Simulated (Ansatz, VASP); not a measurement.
# BaPbO3 in two plane-wave programs

One calculation is typed for both programs; each brings its own data sets. How far apart do they land? The cell is generated by rule, not measured, and may not be a known phase. The cell is taken from a series of runs on this material, whose earlier steps may have relaxed, scaled, displaced or heated it; both programs get it as it stands.

Calculated with Ansatz 0.2.0; plane waves, with VASP 6.6.1 beside it; zone-centre phonons at PBEsol.

The structure was built from a prototype and need not be the compound's stable phase.

## Step 1: Set-up

Symmetry: Pm-3m, No. 221, cubic system. Conventional cell: a = 4.281 Å, b = 4.281 Å, c = 4.281 Å, α = 90.00°, β = 90.00°, γ = 90.00°. Ba has 12 O at 3.03 Å nearest. Pb has 6 O at 2.14 Å nearest. Nearest to O lie 2 Pb at 2.14 Å and 4 Ba at 3.03 Å. Farther neighbours and most contacts between anions are not listed.

## Step 2: VASP: zone-centre phonons, PBEsol

Second derivatives magnify differences that forces hide, and they need a tight electronic threshold.

Lines of VASP's logs that name or quote its potential files are left out, and so is its time.

INCAR

```
SYSTEM = BaPbO3
PREC = Accurate
ENCUT = 600
EDIFF = 1E-08
NELM = 120
ISMEAR = 1
SIGMA = 0.2
LREAL = .FALSE.
ALGO = Normal
GGA = PS
NBANDS = 27
LORBIT = 11
LWAVE = .FALSE.
LCHARG = .FALSE.
ISIF = 2
IBRION = 8
LASPH = .TRUE.
GGA_COMPAT = .FALSE.
KPAR = 2
```

POSCAR

```
BaPbO3
1.0
    4.2810551391      0.0000000000      0.0000000000
    0.0000000000      4.2810551391      0.0000000000
    0.0000000000      0.0000000000      4.2810551391
Ba Pb O
1 1 3
Direct
    0.0000000000      0.0000000000      0.0000000000
    0.5000000000      0.5000000000      0.5000000000
    0.5000000000      0.5000000000      0.0000000000
    0.5000000000      0.0000000000      0.5000000000
    0.0000000000      0.5000000000      0.5000000000
```

KPOINTS

```
Automatic mesh
0
Gamma
8 8 8
0 0 0
```

PAW data sets: Ba_sv, Pb_d and O (PBE family, release 64).

On the command line:

```sh
$ mpirun -np 2 vasp_std
```

Numbers of over 12 decimals in the logs are rounded to 6 here.

The program printed:

```text
[banner, memory and clock lines left out]
running    2 mpi-ranks, on    1 nodes
 distrk:  each k-point on    1 cores,    2 groups
 distr:  one band on    1 cores,    1 groups

 POSCAR found type information on POSCAR BaPbO
 POSCAR found :  3 types and       5 ions
|                                                                             |
|               ----> ADVICE to this user running VASP <----                  |
|                                                                             |
|     You enforced a specific xc type in the INCAR file but a different       |
|     [... a line on the potential file left out ...]
|     I HOPE YOU KNOW WHAT YOU ARE DOING!                                     |
|                                                                             |

 LDA part: xc-table for (Slater+PW92), standard interpolation
 POSCAR, INCAR and KPOINTS ok, starting setup
 FFT: planning ... GRIDC
 FFT: planning ... GRID_SOFT
 FFT: planning ... GRID
 WAVECAR not read
 entering main loop
       N       E                     dE             d eps       ncg     rms          rms(c)
DAV:   1     0.493952051965E+03    0.49395E+03   -0.23477E+04  1890   0.191E+03
DAV:   2     0.224663900468E+02   -0.47149E+03   -0.45269E+03  2107   0.479E+02
DAV:   3    -0.321268191310E+02   -0.54593E+02   -0.53285E+02  2348   0.164E+02
DAV:   4    -0.344495605527E+02   -0.23227E+01   -0.23100E+01  2721   0.337E+01
DAV:   5    -0.345073698568E+02   -0.57809E-01   -0.57762E-01  2576   0.465E+00    0.118E+01
DAV:   6    -0.305185300159E+02    0.39888E+01   -0.21081E+01  2781   0.473E+01    0.534E+00
DAV:   7    -0.304508637017E+02    0.67666E-01   -0.13875E+00  2263   0.807E+00    0.268E+00
DAV:   8    -0.304019393270E+02    0.48924E-01   -0.27197E-01  2439   0.375E+00    0.658E-01
DAV:   9    -0.303925448364E+02    0.93945E-02   -0.46290E-02  3029   0.210E+00    0.187E-01
DAV:  10    -0.303931754398E+02   -0.63060E-03   -0.43822E-03  2888   0.724E-01    0.480E-02
DAV:  11    -0.303931894351E+02   -0.13995E-04   -0.58292E-04  3120   0.308E-01    0.269E-02
DAV:  12    -0.303931858871E+02    0.35479E-05   -0.68034E-05  2777   0.689E-02    0.123E-02
DAV:  13    -0.303931852978E+02    0.58930E-06   -0.67945E-06  2448   0.169E-02    0.248E-03
DAV:  14    -0.303931848570E+02    0.44079E-06   -0.47161E-07  2709   0.113E-02    0.110E-03
DAV:  15    -0.303931848736E+02   -0.16566E-07   -0.43973E-08  2549   0.295E-03    0.672E-04
DAV:  16    -0.303931849062E+02   -0.32556E-07   -0.11315E-08  1291   0.131E-03    0.125E-04
DAV:  17    -0.303931849238E+02   -0.17635E-07   -0.72702E-09  1239   0.689E-04    0.764E-05
DAV:  18    -0.303931849187E+02    0.51486E-08   -0.16797E-09  1215   0.508E-04
   1 F= -.30393185E+02 E0= -.30396741E+02  d E =0.106671E-01
 Linear response reoptimize wavefunctions to high precision
DAV:   1    -0.303931849197E+02   -0.10687E-08   -0.55389E-10  1227   0.260E-04
DAV:   2    -0.303931849198E+02   -0.63665E-10   -0.32059E-10  1203   0.148E-04
 Linear response DOF=           4
 Linear response progress:
  Degree of freedom:   1/  4
       N       E                     dE             d eps       ncg     rms          rms(c)
RMM:   1    -0.197702803328E+00   -0.19770E+00    0.12937E-01  8408   0.155E+00
RMM:   2    -0.204794934829E+00   -0.70921E-02   -0.35177E-02  7615   0.474E-01    0.843E-02
RMM:   3    -0.205437994740E+00   -0.64306E-03   -0.10430E-03  7501   0.154E-01    0.536E-02
RMM:   4    -0.205756313990E+00   -0.31832E-03   -0.32030E-04  7594   0.841E-02    0.105E-02
RMM:   5    -0.205852648084E+00   -0.96334E-04   -0.55552E-05  8049   0.304E-02    0.617E-03
RMM:   6    -0.205926190789E+00   -0.73543E-04   -0.10180E-05  7949   0.117E-02    0.106E-03
RMM:   7    -0.205928453883E+00   -0.22631E-05   -0.33234E-06  8256   0.507E-03    0.690E-04
RMM:   8    -0.205926894947E+00    0.15589E-05   -0.12615E-06  8443   0.245E-03    0.592E-04
RMM:   9    -0.205931831175E+00   -0.49362E-05   -0.50179E-07  8306   0.148E-03    0.903E-05
RMM:  10    -0.205931442960E+00    0.38821E-06   -0.35892E-07  8395   0.816E-04    0.871E-05
RMM:  11    -0.205931818020E+00   -0.37506E-06   -0.70816E-08  8407   0.545E-04    0.571E-05
RMM:  12    -0.205932054298E+00   -0.23628E-06   -0.18213E-07  8668   0.383E-04    0.405E-05
RMM:  13    -0.205932325492E+00   -0.27119E-06    0.39603E-08  8299   0.307E-04    0.123E-05
RMM:  14    -0.205932392333E+00   -0.66841E-07   -0.80817E-08  8574   0.241E-04    0.792E-06
RMM:  15    -0.205932464082E+00   -0.71748E-07    0.35615E-08  8598   0.193E-04    0.402E-06
RMM:  16    -0.205932527124E+00   -0.63042E-07   -0.56350E-09  8603   0.165E-04    0.259E-06
RMM:  17    -0.205932524177E+00    0.29473E-08   -0.13108E-09  8087   0.133E-04    0.258E-06
 first order change of Fermi-energy  -0.39619E-03
 force on displaced ion       1 direction 1 :  -2.442  -0.000   0.000
 Linear response progress:
  Degree of freedom:   2/  4
       N       E                     dE             d eps       ncg     rms          rms(c)
RMM:   1    -0.332345211410E+00   -0.33235E+00    0.27409E-01  5882   0.612E+00
RMM:   2    -0.330970193417E+00    0.13750E-02   -0.27261E-02  6117   0.134E+00    0.939E-02
RMM:   3    -0.331405590099E+00   -0.43540E-03   -0.23827E-03  7086   0.361E-01    0.534E-02
RMM:   4    -0.330954999024E+00    0.45059E-03   -0.46841E-04  7498   0.131E-01    0.126E-02
RMM:   5    -0.330879440893E+00    0.75558E-04   -0.61027E-05  7853   0.457E-02    0.608E-03
RMM:   6    -0.330917955012E+00   -0.38514E-04   -0.75845E-06  7548   0.151E-02    0.181E-03
RMM:   7    -0.330931700634E+00   -0.13746E-04   -0.15568E-06  7864   0.591E-03    0.606E-04
RMM:   8    -0.330937017371E+00   -0.53167E-05   -0.41631E-07  8032   0.252E-03    0.238E-04
RMM:   9    -0.330940907363E+00   -0.38900E-05   -0.17432E-07  8044   0.122E-03    0.642E-05
RMM:  10    -0.330942286773E+00   -0.13794E-05   -0.54576E-08  8251   0.628E-04    0.249E-05
RMM:  11    -0.330942339811E+00   -0.53038E-07   -0.56545E-08  8402   0.351E-04    0.858E-06
RMM:  12    -0.330942293108E+00    0.46703E-07   -0.13777E-08  8565   0.217E-04    0.575E-06
RMM:  13    -0.330942399259E+00   -0.10615E-06   -0.52235E-08  8528   0.147E-04    0.193E-06
RMM:  14    -0.330942387692E+00    0.11567E-07   -0.28507E-08  8650   0.112E-04    0.932E-07
RMM:  15    -0.330942393874E+00   -0.61823E-08   -0.21519E-08  8502   0.932E-05    0.548E-07
 first order change of Fermi-energy   0.27374E-03
 force on displaced ion       2 direction 1 : -15.770   0.000  -0.000
 Linear response progress:
  Degree of freedom:   3/  4
       N       E                     dE             d eps       ncg     rms          rms(c)
RMM:   1    -0.372572330022E+00   -0.37257E+00    0.25154E-01 13294   0.271E+00
RMM:   2    -0.368254522069E+00    0.43178E-02   -0.15845E-02 11072   0.749E-01    0.124E-01
RMM:   3    -0.369381901791E+00   -0.11274E-02   -0.25729E-03 11722   0.269E-01    0.743E-02
RMM:   4    -0.371073213765E+00   -0.16913E-02   -0.80549E-04 11668   0.134E-01    0.139E-02
RMM:   5    -0.370801326773E+00    0.27189E-03   -0.14315E-04 12486   0.536E-02    0.659E-03
RMM:   6    -0.370883910630E+00   -0.82584E-04   -0.43816E-05 13654   0.220E-02    0.156E-03
RMM:   7    -0.370883809160E+00    0.10147E-06   -0.10989E-05 14390   0.885E-03    0.111E-03
RMM:   8    -0.370889963941E+00   -0.61548E-05   -0.41381E-06 13622   0.465E-03    0.296E-04
RMM:   9    -0.370891506296E+00   -0.15424E-05   -0.72100E-07 14591   0.226E-03    0.195E-04
RMM:  10    -0.370894055220E+00   -0.25489E-05   -0.32490E-07 13936   0.135E-03    0.965E-05
RMM:  11    -0.370893328829E+00    0.72639E-06    0.63427E-08 14277   0.873E-04    0.310E-05
RMM:  12    -0.370893366289E+00   -0.37461E-07   -0.81720E-07 14792   0.603E-04    0.254E-05
RMM:  13    -0.370893313230E+00    0.53059E-07    0.42894E-07 14038   0.455E-04    0.130E-05
RMM:  14    -0.370893505584E+00   -0.19235E-06   -0.48115E-07 14215   0.346E-04    0.674E-06
RMM:  15    -0.370893530584E+00   -0.25000E-07    0.26364E-07 14548   0.276E-04    0.680E-06
RMM:  16    -0.370893525725E+00    0.48588E-08   -0.50540E-07 13401   0.220E-04    0.832E-06
RMM:  17    -0.370893512457E+00    0.13268E-07    0.22915E-07 13852   0.185E-04    0.147E-05
RMM:  18    -0.370893504943E+00    0.75141E-08   -0.27120E-07 13949   0.151E-04    0.955E-06
RMM:  19    -0.370893461254E+00    0.43690E-07    0.20312E-07 14449   0.128E-04    0.112E-05
RMM:  20    -0.370893432241E+00    0.29013E-07   -0.18181E-07 14673   0.106E-04    0.105E-05
RMM:  21    -0.370893495632E+00   -0.63391E-07    0.39792E-08 14908   0.970E-05    0.149E-05
RMM:  22    -0.370893444808E+00    0.50823E-07   -0.50873E-08 14243   0.827E-05    0.127E-05
RMM:  23    -0.370893438137E+00    0.66715E-08    0.21888E-08 13480   0.712E-05    0.136E-05
 first order change of Fermi-energy   0.10724E-03
 force on displaced ion       3 direction 1 :  -0.776   0.000   0.000
 Linear response progress:
  Degree of freedom:   4/  4
       N       E                     dE             d eps       ncg     rms          rms(c)
RMM:   1    -0.381183614134E+00   -0.38118E+00    0.23501E-01  8048   0.317E+00
RMM:   2    -0.362236823540E+00    0.18947E-01   -0.18873E-02  6688   0.875E-01    0.169E-01
RMM:   3    -0.363684034574E+00   -0.14472E-02   -0.36106E-03  6824   0.340E-01    0.935E-02
RMM:   4    -0.365164129766E+00   -0.14801E-02   -0.11124E-03  6701   0.176E-01    0.215E-02
RMM:   5    -0.364816474321E+00    0.34766E-03   -0.15623E-04  7121   0.764E-02    0.996E-03
RMM:   6    -0.364973290306E+00   -0.15682E-03   -0.32430E-05  7458   0.291E-02    0.165E-03
RMM:   7    -0.364977991095E+00   -0.47008E-05   -0.56987E-06  8124   0.104E-02    0.118E-03
RMM:   8    -0.364979208572E+00   -0.12175E-05   -0.99543E-07  7871   0.445E-03    0.306E-04
RMM:   9    -0.364979437330E+00   -0.22876E-06   -0.69778E-07  8123   0.174E-03    0.149E-04
RMM:  10    -0.364982348184E+00   -0.29109E-05   -0.86125E-08  8234   0.744E-04    0.472E-05
RMM:  11    -0.364981801643E+00    0.54654E-06    0.11117E-10  8531   0.389E-04    0.103E-05
RMM:  12    -0.364981943966E+00   -0.14232E-06    0.74640E-08  8433   0.206E-04    0.775E-06
RMM:  13    -0.364981846626E+00    0.97340E-07   -0.69894E-08  8464   0.138E-04    0.467E-06
RMM:  14    -0.364981882628E+00   -0.36002E-07    0.39331E-08  8597   0.102E-04    0.169E-06
RMM:  15    -0.364981870007E+00    0.12621E-07    0.65099E-10  8287   0.814E-05    0.128E-06
RMM:  16    -0.364981883412E+00   -0.13405E-07   -0.25443E-08  7711   0.696E-05    0.523E-07
RMM:  17    -0.364981879241E+00    0.41711E-08    0.29171E-08  7209   0.620E-05    0.745E-07
 first order change of Fermi-energy  -0.64655E-03
 force on displaced ion       3 direction 3 :   0.000  -0.000 -17.904
 Linear response finished
```

[end of part 1 of 2]

[Lines on the potential files, build, host, timing and source positions are cut from VASP's logs without a mark.]

[Logs are printed without paths, hosts, clocks, repeated set-up lines and the standing remarks that a program may print on its own settings, such as how far it seeks lower states.]

[Hosts, paths, dates, database ids (printed as entryN), source tags and the programs' standing remarks are cut or masked in the printed files.]
